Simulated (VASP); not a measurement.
Data:

```
CELL_PARAMETERS angstrom
      0.00000     2.33874     2.35604
      2.38196     0.00000     2.35604
      2.38196     2.33874     0.00000
ATOMIC_POSITIONS crystal
  Hf 0.00000 0.00000 0.00000
  C  0.49095 0.50905 0.50905
```

These are PBE GGA, VASP's PBE PAW potentials (set 64) (plane waves; VASP 6.6.1) values and carry that method's errors. Numerical set-up: LASPH = .FALSE., 520 eV cut-off, 12×12×12 Γ-centred mesh, first-order Methfessel-Paxton smearing of 0.10 eV, potentials Hf_pv C.

### Question
Which forces act on the atoms, in eV/Å?

### Answer

```tsv
atom	Fx	Fy	Fz
Hf1	0.224	0.000	0.000
C2	-0.224	0.000	0.000
```

### Question
Give the stress tensor in GPa (positive for a compressed cell).

### Answer

```
-12.52    0.00    0.00
  0.00   -6.96    0.00
  0.00    0.00   -9.44
```
The pressure is its mean diagonal, -9.64 GPa.

The compound is HfC in the rock salt structure. The cell was not relaxed at this level, atoms are displaced from their ideal sites. The run is one of a series of settings (LASPH = .FALSE. against the base run), some of them coarse on purpose.
